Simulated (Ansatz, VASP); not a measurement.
# Cross-check of SiTe2 between VASP and Ansatz, part 2 of 2

One calculation is typed for both programs; each brings its own data sets. How far apart do they land? The cell is taken from a series of runs on this material, whose earlier steps may have relaxed, scaled, displaced or heated it; both programs get it as it stands.

VASP 6.6.1 and Ansatz 0.2.0.

So far: Set-up; Ansatz: zone-centre phonons, PBEsol.

**3. VASP: zone-centre phonons, PBEsol**

Level of this step: PBEsol; plane waves and PAW (Si, Te) (VASP).

The same cell, functional, mesh and smearing now go to VASP, with its own data sets.

Lines of VASP's logs that name or quote its potential files are left out, and so is its time.

The input, INCAR:

```
SYSTEM = SiTe2
PREC = Accurate
ENCUT = 500
EDIFF = 1E-08
NELM = 120
ISMEAR = 1
SIGMA = 0.2
LREAL = .FALSE.
ALGO = Normal
GGA = PS
NBANDS = 14
LORBIT = 11
LWAVE = .FALSE.
LCHARG = .FALSE.
ISIF = 2
IBRION = 8
LASPH = .TRUE.
GGA_COMPAT = .FALSE.
NELMDL = -8
KPAR = 2
```

The input, POSCAR:

```
SiTe2
1.0
    3.7396058904      0.0000000000      0.0000000000
   -1.8698029452      3.1414358902      0.0000000000
    0.0000000000      0.0000000000     30.4240000000
Si Te
1 2
Direct
    0.0000000000      0.0000000000      0.3286878780
    0.3372133374      0.6744266749      0.3822353390
    0.6627866626      0.3255733251      0.2751404170
```

The input, KPOINTS:

```
Automatic mesh
0
Gamma
15 15 1
0 0 0
```

PAW data sets: Si and Te (PBE family, release 64).

Command:

```console
mpirun -np 2 vasp_std
```

Numbers of over 12 decimals in the logs are rounded to 6 here.

What it wrote:

```text
[banner, memory and clock lines left out]
running    2 mpi-ranks, on    1 nodes
 distrk:  each k-point on    1 cores,    2 groups
 distr:  one band on    1 cores,    1 groups

 POSCAR found type information on POSCAR SiTe
 POSCAR found :  2 types and       3 ions
|                                                                             |
|               ----> ADVICE to this user running VASP <----                  |
|                                                                             |
|     You enforced a specific xc type in the INCAR file but a different       |
|     [... a line on the potential file left out ...]
|     I HOPE YOU KNOW WHAT YOU ARE DOING!                                     |
|                                                                             |

 LDA part: xc-table for (Slater+PW92), standard interpolation
 POSCAR, INCAR and KPOINTS ok, starting setup
 FFT: planning ... GRIDC
 FFT: planning ... GRID_SOFT
 FFT: planning ... GRID
 WAVECAR not read
 entering main loop
       N       E                     dE             d eps       ncg     rms          rms(c)
DAV:   1     0.105143026811E+03    0.10514E+03   -0.42713E+03  1792   0.735E+02
DAV:   2    -0.254573528084E+01   -0.10769E+03   -0.99792E+02  3042   0.125E+02
DAV:   3    -0.124812573549E+02   -0.99355E+01   -0.97714E+01  2442   0.481E+01
DAV:   4    -0.127731405211E+02   -0.29188E+00   -0.29081E+00  2368   0.103E+01
DAV:   5    -0.127851296572E+02   -0.11989E-01   -0.11987E-01  2976   0.221E+00
DAV:   6    -0.127852797875E+02   -0.15013E-03   -0.15013E-03  2630   0.191E-01
DAV:   7    -0.127852844898E+02   -0.47023E-05   -0.47022E-05  2934   0.339E-02
DAV:   8    -0.127852845863E+02   -0.96540E-07   -0.96239E-07  2660   0.368E-03    0.101E+01
DAV:   9    -0.126731214539E+02    0.11216E+00   -0.10463E-01  2344   0.220E+00    0.549E+00
DAV:  10    -0.126404346906E+02    0.32687E-01   -0.73977E-02  2416   0.156E+00    0.569E-01
DAV:  11    -0.126397156472E+02    0.71904E-03   -0.86682E-03  2362   0.591E-01    0.320E-01
DAV:  12    -0.126395726745E+02    0.14297E-03   -0.94646E-04  2812   0.181E-01    0.164E-01
DAV:  13    -0.126392300013E+02    0.34267E-03   -0.61933E-04  2362   0.135E-01    0.128E-01
DAV:  14    -0.126393616976E+02   -0.13170E-03   -0.67397E-05  2284   0.550E-02    0.303E-02
[...]
DAV:  22    -0.126398227768E+02   -0.46333E-05   -0.11846E-07  2284   0.103E-03    0.605E-04
DAV:  23    -0.126398252425E+02   -0.24658E-05   -0.31761E-08  2334   0.528E-04    0.385E-04
DAV:  24    -0.126398266148E+02   -0.13723E-05   -0.16484E-08  2086   0.367E-04    0.347E-04
DAV:  25    -0.126398272467E+02   -0.63192E-06   -0.37755E-09  1952   0.234E-04    0.949E-05
DAV:  26    -0.126398275235E+02   -0.27678E-06   -0.15181E-09  1696   0.151E-04    0.113E-04
DAV:  27    -0.126398275566E+02   -0.33153E-07    0.40228E-10  1928   0.579E-05    0.722E-05
DAV:  28    -0.126398275865E+02   -0.29903E-07    0.50869E-10  1538   0.473E-05    0.286E-05
DAV:  29    -0.126398275889E+02   -0.23553E-08    0.65522E-10  1886   0.190E-05
   1 F= -.12639828E+02 E0= -.12639244E+02  d E =-.175172E-02
 Linear response reoptimize wavefunctions to high precision
DAV:   1    -0.126398275907E+02   -0.17999E-08    0.67543E-10  1532   0.131E-05
DAV:   2    -0.126398275907E+02    0.13188E-10    0.68236E-10  1970   0.628E-06
 Linear response DOF=           6
 Linear response progress:
  Degree of freedom:   1/  6
       N       E                     dE             d eps       ncg     rms          rms(c)
RMM:   1    -0.191216144090E-01   -0.19122E-01    0.11722E-02  4387   0.847E-01
RMM:   2    -0.165742996751E-01    0.25473E-02   -0.14121E-03  2898   0.213E-01    0.101E-01
RMM:   3    -0.166128215026E-01   -0.38522E-04   -0.74845E-05  2924   0.528E-02    0.566E-02
RMM:   4    -0.166976390568E-01   -0.84818E-04   -0.33425E-05  2908   0.296E-02    0.540E-03
RMM:   5    -0.166867988004E-01    0.10840E-04   -0.15498E-06  3068   0.763E-03    0.232E-03
RMM:   6    -0.166782762443E-01    0.85226E-05   -0.19830E-07  3158   0.232E-03    0.903E-04
RMM:   7    -0.166790515961E-01   -0.77535E-06   -0.15185E-08  3050   0.796E-04    0.271E-04
RMM:   8    -0.166796616669E-01   -0.61007E-06   -0.28450E-09  3231   0.220E-04    0.597E-05
RMM:   9    -0.166797237478E-01   -0.62081E-07   -0.20757E-09  3052   0.110E-04    0.425E-05
RMM:  10    -0.166797404363E-01   -0.16689E-07   -0.66256E-09  3362   0.312E-05    0.525E-06
RMM:  11    -0.166797439291E-01   -0.34928E-08   -0.15727E-09  3209   0.133E-05    0.290E-06
 first order change of Fermi-energy   0.38931E-03
 force on displaced ion       1 direction 1 :  -4.286   0.000   0.000
 Linear response progress:
  Degree of freedom:   2/  6
       N       E                     dE             d eps       ncg     rms          rms(c)
RMM:   1    -0.186458451671E-01   -0.18646E-01    0.10941E-02  4423   0.834E-01
RMM:   2    -0.163321100098E-01    0.23137E-02   -0.13500E-03  2883   0.208E-01    0.973E-02
RMM:   3    -0.163620199267E-01   -0.29910E-04   -0.82261E-05  2959   0.533E-02    0.543E-02
RMM:   4    -0.164361548201E-01   -0.74135E-04   -0.34294E-05  3076   0.292E-02    0.977E-03
RMM:   5    -0.164358321430E-01    0.32268E-06   -0.31718E-06  3105   0.880E-03    0.319E-03
RMM:   6    -0.164232200258E-01    0.12612E-04   -0.61641E-07  3142   0.387E-03    0.954E-04
RMM:   7    -0.164223229322E-01    0.89709E-06   -0.30424E-08  3206   0.107E-03    0.459E-04
RMM:   8    -0.164236813336E-01   -0.13584E-05   -0.71059E-09  3129   0.417E-04    0.107E-04
RMM:   9    -0.164237142864E-01   -0.32953E-07   -0.21332E-09  3252   0.119E-04    0.369E-05
RMM:  10    -0.164237089847E-01    0.53018E-08   -0.50954E-09  3231   0.792E-05    0.225E-05
 first order change of Fermi-energy   0.34898E-03
 force on displaced ion       1 direction 2 :  -0.000  -4.440   0.506
 Linear response progress:
  Degree of freedom:   3/  6
       N       E                     dE             d eps       ncg     rms          rms(c)
RMM:   1    -0.358192930157E-01   -0.35819E-01    0.42764E-02  4740   0.100E+00
RMM:   2    -0.312577731807E-01    0.45615E-02   -0.27029E-03  2901   0.311E-01    0.172E-01
RMM:   3    -0.312339525059E-01    0.23821E-04   -0.15625E-04  3140   0.777E-02    0.821E-02
RMM:   4    -0.312346990439E-01   -0.74654E-06   -0.52946E-05  3008   0.356E-02    0.257E-02
RMM:   5    -0.312358892525E-01   -0.11902E-05   -0.67486E-06  3198   0.119E-02    0.979E-03
RMM:   6    -0.312456524471E-01   -0.97632E-05   -0.92975E-07  3149   0.576E-03    0.343E-03
RMM:   7    -0.312446390339E-01    0.10134E-05   -0.18393E-07  3240   0.208E-03    0.419E-04
RMM:   8    -0.312448484125E-01   -0.20938E-06   -0.11651E-08  3322   0.567E-04    0.306E-04
RMM:   9    -0.312452791575E-01   -0.43075E-06   -0.21160E-08  3336   0.510E-04    0.912E-05
RMM:  10    -0.312452949561E-01   -0.15799E-07   -0.48806E-09  3365   0.128E-04    0.529E-05
RMM:  11    -0.312452678060E-01    0.27150E-07   -0.19035E-08  3289   0.246E-04    0.290E-05
RMM:  12    -0.312452723284E-01   -0.45223E-08   -0.34258E-08  3463   0.873E-05    0.189E-05
 first order change of Fermi-energy   0.21429E-03
 force on displaced ion       1 direction 3 :   0.000   0.507  -8.818
 Linear response progress:
  Degree of freedom:   4/  6
       N       E                     dE             d eps       ncg     rms          rms(c)
RMM:   1    -0.408045637725E-01   -0.40805E-01    0.31532E-02  7621   0.105E+00
RMM:   2    -0.401768125574E-01    0.62775E-03   -0.20663E-03  5187   0.281E-01    0.714E-02
RMM:   3    -0.402454738914E-01   -0.68661E-04   -0.12851E-04  5163   0.678E-02    0.515E-02
RMM:   4    -0.403235852077E-01   -0.78111E-04   -0.22199E-05  5308   0.273E-02    0.135E-02
RMM:   5    -0.403483237161E-01   -0.24739E-04   -0.19650E-06  5513   0.856E-03    0.336E-03
RMM:   6    -0.403435600191E-01    0.47637E-05   -0.21317E-07  5549   0.254E-03    0.540E-04
RMM:   7    -0.403424247879E-01    0.11352E-05   -0.22836E-08  5837   0.723E-04    0.224E-04
RMM:   8    -0.403431466302E-01   -0.72184E-06   -0.32554E-08  5792   0.326E-04    0.448E-05
RMM:   9    -0.403431302398E-01    0.16390E-07    0.27849E-08  5921   0.984E-05    0.191E-05
RMM:  10    -0.403431047866E-01    0.25453E-07   -0.14308E-08  5865   0.351E-05    0.657E-06
RMM:  11    -0.403431116453E-01   -0.68586E-08   -0.28402E-09  5801   0.184E-05    0.406E-06
 first order change of Fermi-energy  -0.18048E-03
 force on displaced ion       2 direction 1 :  -2.790   0.008   0.001
 Linear response progress:
  Degree of freedom:   5/  6
       N       E                     dE             d eps       ncg     rms          rms(c)
RMM:   1    -0.400711705064E-01   -0.40071E-01    0.29567E-02  4332   0.103E+00
RMM:   2    -0.395282526898E-01    0.54292E-03   -0.19628E-03  2922   0.275E-01    0.691E-02
RMM:   3    -0.395872129611E-01   -0.58960E-04   -0.12184E-04  2943   0.665E-02    0.497E-02
RMM:   4    -0.396509154426E-01   -0.63702E-04   -0.18174E-05  3053   0.261E-02    0.153E-02
RMM:   5    -0.396795955467E-01   -0.28680E-04   -0.30360E-06  3135   0.942E-03    0.365E-03
RMM:   6    -0.396765257617E-01    0.30698E-05   -0.28923E-07  3138   0.318E-03    0.204E-03
RMM:   7    -0.396738038897E-01    0.27219E-05   -0.78737E-08  3181   0.129E-03    0.320E-04
RMM:   8    -0.396736949733E-01    0.10892E-06   -0.18753E-09  3280   0.393E-04    0.150E-04
RMM:   9    -0.396738353230E-01   -0.14035E-06   -0.18210E-09  3271   0.146E-04    0.379E-05
RMM:  10    -0.396738416367E-01   -0.63137E-08   -0.59363E-09  3304   0.611E-05    0.129E-05
 first order change of Fermi-energy   0.30753E-01
 force on displaced ion       2 direction 2 :   0.000  -2.834   0.136
 Linear response progress:
  Degree of freedom:   6/  6
       N       E                     dE             d eps       ncg     rms          rms(c)
RMM:   1    -0.832245626928E-01   -0.83225E-01    0.45891E-02  4332   0.113E+00
RMM:   2    -0.814806903508E-01    0.17439E-02   -0.28668E-03  2942   0.326E-01    0.104E-01
RMM:   3    -0.814030058611E-01    0.77684E-04   -0.22548E-04  3089   0.846E-02    0.757E-02
RMM:   4    -0.813545002125E-01    0.48506E-04   -0.47948E-05  3051   0.338E-02    0.375E-02
RMM:   5    -0.813412739499E-01    0.13226E-04   -0.17704E-05  3132   0.203E-02    0.118E-02
RMM:   6    -0.813402581572E-01    0.10158E-05   -0.12807E-06  3134   0.623E-03    0.815E-03
RMM:   7    -0.813425072918E-01   -0.22491E-05   -0.41478E-07  3262   0.277E-03    0.141E-03
RMM:   8    -0.813434766564E-01   -0.96936E-06   -0.34809E-08  3232   0.924E-04    0.121E-03
RMM:   9    -0.813464329406E-01   -0.29563E-05   -0.67014E-08  3295   0.929E-04    0.456E-04
RMM:  10    -0.813471871061E-01   -0.75417E-06   -0.72377E-09  3371   0.300E-04    0.228E-04
RMM:  11    -0.813497116097E-01   -0.25245E-05   -0.61726E-08  3345   0.689E-04    0.235E-04
RMM:  12    -0.813497994168E-01   -0.87807E-07    0.11547E-08  3469   0.151E-04    0.164E-04
RMM:  13    -0.813500931095E-01   -0.29369E-06   -0.37815E-09  3543   0.279E-04    0.247E-05
RMM:  14    -0.813502106735E-01   -0.11756E-06   -0.68445E-09  3584   0.115E-04    0.497E-05
RMM:  15    -0.813502033349E-01    0.73386E-08    0.23191E-08  3539   0.108E-04    0.317E-05
 first order change of Fermi-energy   0.91086E+00
 force on displaced ion       2 direction 3 :   0.000   0.151  -7.434
 Linear response finished
```

From OUTCAR (step 3):

```text
ion  position               nearest neighbor table
   1  0.000  0.000  0.329-   3 2.67   2 2.67   3 2.68   2 2.68   3 2.68   2 2.68
   2  0.337  0.674  0.382-   1 2.67   1 2.68   1 2.68
   3  0.663  0.326  0.275-   1 2.67   1 2.68   1 2.68

  LATTYP: Found a base centered orthorhombic cell.
 ALAT       =     3.7396058904
 B/A-ratio  =     1.6800892833
 C/A-ratio  =     8.1356166643

 Subroutine GETGRP returns: Found  4 space group operations
 (whereof  2 operations were pure point group operations)

The static configuration has the point symmetry C_1h.
 The point group associated with its full space group is C_2h.

 Found     64 irreducible k-points:

   k-points           NKPTS =     64   k-points in BZ     NKDIM =     64   number of bands    NBANDS=     14

   dimension x,y,z NGX =    28 NGY =   28 NGZ =  224
   dimension x,y,z NGXF=    56 NGYF=   56 NGZF=  448

   ENCUT  =  500.0 eV  36.75 Ry    6.06 a.u.   6.82  6.67 55.47*2*pi/ulx,y,z

   NELECT =      16.0000    total number of electrons

 k-points in reciprocal lattice and weights: Automatic mesh
   0.00000000  0.00000000  0.00000000       0.004
   0.06666667  0.00000000  0.00000000       0.018
   0.13333333  0.00000000  0.00000000       0.018
   0.20000000 -0.00000000  0.00000000       0.018
   0.26666667  0.00000000  0.00000000       0.018
   0.33333333 -0.00000000  0.00000000       0.018
   0.40000000  0.00000000  0.00000000       0.018
   0.46666667  0.00000000  0.00000000       0.018
   0.00000000  0.06666667  0.00000000       0.009
[...]
0.00000000  0.46666667  0.00000000       0.009
   0.06666667  0.46666667  0.00000000       0.009

 average (electrostatic) potential at core
       1 -91.9899       2 -96.3048       3 -96.3048

  Total        1.0572228      1.4844929      0.1216356      0.0000000      0.0040834      0.0000000
  in kB        4.7392189      6.6545451      0.5452564      0.0000000      0.0183046      0.0000000
  external PRESSURE =       3.9796735 kB  Pullay stress =       0.0000000 kB

  energy-cutoff  :      500.00
  volume of cell :      357.41
      direct lattice vectors                 reciprocal lattice vectors
     3.739605890  0.000000000  0.000000000     0.267407858  0.159162885  0.000000000
    -1.869802945  3.141435890  0.000000000     0.000000000  0.318325770  0.000000000
     0.000000000  0.000000000 30.424000000     0.000000000  0.000000000  0.032868788

 POSITION                                       TOTAL-FORCE (eV/Angst)
 -----------------------------------------------------------------------------------
      0.00000      0.00000     10.00000         0.000000      0.000000      0.000000
     -0.00000      2.11867     11.62913         0.000000      0.001390      0.038428
      1.86980      1.02277      8.37087        -0.000000     -0.001390     -0.038428
 -----------------------------------------------------------------------------------
    total drift:                                0.000000     -0.000000      0.000004

 Eigenvectors and eigenvalues of the dynamical matrix
 ----------------------------------------------------

   1 f  =    9.259619 THz    58.179900 2PiTHz  308.867635 cm-1    38.294689 meV
             X         Y         Z           dx          dy          dz
      0.000000  0.000000 10.000000    -0.000000   -0.107540    0.943035
     -0.000000  2.118668 11.629128     0.000000    0.024853   -0.221229
      1.869803  1.022768  8.370872     0.000000    0.024853   -0.221229

   2 f  =    6.506200 THz    40.879662 2PiTHz  217.023480 cm-1    26.907470 meV
             X         Y         Z           dx          dy          dz
      0.000000  0.000000 10.000000     0.000000    0.943068    0.107392
     -0.000000  2.118668 11.629128    -0.000000   -0.221160   -0.025169
      1.869803  1.022768  8.370872    -0.000000   -0.221160   -0.025169

   3 f  =    6.434245 THz    40.427555 2PiTHz  214.623319 cm-1    26.609888 meV
             X         Y         Z           dx          dy          dz
      0.000000  0.000000 10.000000    -0.949141    0.000000    0.000000
     -0.000000  2.118668 11.629128     0.222633   -0.000000   -0.000000
      1.869803  1.022768  8.370872     0.222633   -0.000000   -0.000000

   4 f  =    4.475481 THz    28.120277 2PiTHz  149.285982 cm-1    18.509094 meV
             X         Y         Z           dx          dy          dz
      0.000000  0.000000 10.000000    -0.000000   -0.000000   -0.000000
     -0.000000  2.118668 11.629128     0.000000   -0.004087    0.707095
      1.869803  1.022768  8.370872    -0.000000    0.004087   -0.707095

   5 f  =    2.570888 THz    16.153368 2PiTHz   85.755604 cm-1    10.632335 meV
             X         Y         Z           dx          dy          dz
      0.000000  0.000000 10.000000     0.000000    0.000000   -0.000000
     -0.000000  2.118668 11.629128    -0.000000    0.707095    0.004087
      1.869803  1.022768  8.370872     0.000000   -0.707095   -0.004087

   6 f  =    2.565732 THz    16.120968 2PiTHz   85.583601 cm-1    10.611009 meV
             X         Y         Z           dx          dy          dz
      0.000000  0.000000 10.000000     0.000000    0.000000   -0.000000
     -0.000000  2.118668 11.629128    -0.707107   -0.000000   -0.000000
      1.869803  1.022768  8.370872     0.707107    0.000000   -0.000000

   7 f/i=    0.000102 THz     0.000640 2PiTHz    0.003400 cm-1     0.000422 meV
             X         Y         Z           dx          dy          dz
      0.000000  0.000000 10.000000     0.314851    0.000000   -0.000000
     -0.000000  2.118668 11.629128     0.671144    0.000000   -0.000000
      1.869803  1.022768  8.370872     0.671144    0.000000   -0.000000

   8 f/i=    0.000168 THz     0.001058 2PiTHz    0.005618 cm-1     0.000697 meV
             X         Y         Z           dx          dy          dz
      0.000000  0.000000 10.000000    -0.000000    0.014865   -0.314511
     -0.000000  2.118668 11.629128    -0.000000    0.031627   -0.670396
      1.869803  1.022768  8.370872    -0.000000    0.031627   -0.670396

   9 f/i=    0.004675 THz     0.029374 2PiTHz    0.155944 cm-1     0.019335 meV
             X         Y         Z           dx          dy          dz
      0.000000  0.000000 10.000000    -0.000000    0.314384    0.015305
     -0.000000  2.118668 11.629128    -0.000000    0.670426    0.031524
      1.869803  1.022768  8.370872    -0.000000    0.670426    0.031524

 ELASTIC MODULI CONTR FROM IONIC RELAXATION (kBar)
 Direction    XX          YY          ZZ          XY          YZ          ZX
 --------------------------------------------------------------------------------
 XX         -46.4251      0.3253    -85.1280     -0.0000     23.9235      0.0000
 YY           0.3253    -44.1820    -62.9320     -0.0000    -30.0522      0.0000
 ZZ         -85.1280    -62.9320   -247.4473     -0.0000      0.8949      0.0000
 XY          -0.0000     -0.0000     -0.0000     -0.1629     -0.0000      3.8961
 YZ          23.9235    -30.0522      0.8949     -0.0000    -32.5430      0.0000
 ZX           0.0000      0.0000      0.0000      3.8961      0.0000    -93.1581
 --------------------------------------------------------------------------------
```

**4. Side by side**

Known differences besides the potentials themselves: Ansatz cuts the interaction across the vacuum, VASP repeats the sheet without a dipole correction; the data sets hold 36 valence electrons in Ansatz (on its PAW soft_1 files) and 16 in VASP; the cutoff is 420 eV in Ansatz and 500 eV in VASP; Ansatz makes its cores anew for this functional, VASP keeps those of its PBE data sets. Total energies have different zeros and are not compared.

Compared:

```csv
quantity,Ansatz,VASP,difference
optical mode 1 (cm⁻¹),84.6,85.6,-1.17 %
optical mode 2 (cm⁻¹),84.8,85.8,-1.07 %
optical mode 3 (cm⁻¹),148.3,149.3,-0.63 %
optical mode 4 (cm⁻¹),211.2,214.6,-1.59 %
optical mode 5 (cm⁻¹),213.7,217.0,-1.55 %
optical mode 6 (cm⁻¹),305.8,308.9,-0.99 %
```

Modes are paired by rising frequency, not by their patterns, so a pair may set unlike modes beside each other; they are those without the splitting of longitudinal modes. Where the cell holds vacuum, a pressure given here is an average over it and none of the material.

**5. Summary of results**

```yaml
r_m_s_difference_of_the_optical_zone_centre_modes_each_program_s_sorted_by_frequency_zone_centre_phonons_pbesol: 2.4 cm⁻¹
difference_in_optical_mode_4_zone_centre_phonons_pbesol: -1.6 %
```

**Reading.** The r.m.s. difference of the optical zone-centre modes, each program's sorted by frequency is 2.4 cm⁻¹ (zone-centre phonons, PBEsol). The data sets hold unlike numbers of valence electrons (36 in Ansatz and 16 in VASP), so part of the differences may come from the potentials. Among the rows given in per cent, the largest difference of the zone-centre phonons, PBEsol pair is in optical mode 4, -1.6 %. How closely two codes agree says nothing of how well the functional describes the real material.

[Lines on the potential files, build, host, timing and source positions are cut from VASP's logs without a mark.]

[Logs are printed without paths, hosts, clocks, repeated set-up lines and the standing remarks that a program may print on its own settings, such as how far it seeks lower states.]

[Hosts, paths, dates, database ids (printed as entryN), source tags and the programs' standing remarks are cut or masked in the printed files.]
